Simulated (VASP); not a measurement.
**MoAs (relaxed from the NiAs type structure, space group P6_3/mmc): computed properties**

Method: PBEsol GGA, VASP's PBE PAW potentials (set 64) (plane waves; VASP 6.6.1).

```yaml
space_group: P6_3/mmc (194)
cell: a = 3.299 Å, b = 3.299 Å, c = 6.706 Å, α = 90.00°, β = 90.00°, γ = 120.00°
volume_per_atom: 15.80 Å³/atom
band gap (over mesh and band path): none (metal, semimetal or under 0.01 eV)
density: 8.98 g/cm³
```

Space group P6₃/mmc (No. 194); a = 3.2992 Å, b = 3.2992 Å, c = 6.7056 Å, α = 90.00°, β = 90.00°, γ = 120.00°

```tsv
atom	site	symmetry	x	y	z
Mo	2a	-3m.	0.0000	0.0000	0.0000
As	2c	-6m2	0.3333	0.6667	0.2500
```

The structure was generated: MoAs was put into the NiAs type type (P6_3/mmc), which need not be its known phase. It was relaxed first, which changed the volume by -36 %. Symmetry was kept, so distortions that lower it aren't found.
